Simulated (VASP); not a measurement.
Given:

```xyz
2
Lattice="3.9900 0.0000 0.0000 0.0000 3.9900 0.0000 0.0000 0.0000 3.9900" Properties=species:S:1:pos:R:3 pbc="T T T"
Tl     0.0000     0.0000     0.0000
Br     1.9950     1.9950     1.9950
```

Level of theory: PBE GGA, VASP's PBE PAW potentials (set 64) (plane waves; VASP 6.6.1). Numerical set-up: 400 eV cut-off, 5×5×5 Γ-centred mesh, Gaussian smearing of 0.050 eV, potentials Tl_d Br.

Estimate the energy per atom (σ→0).

```yaml
energy per atom (σ→0): -2.768 eV/atom
```

The compound is TlBr in the CsCl type structure. The cell was not relaxed at this level.
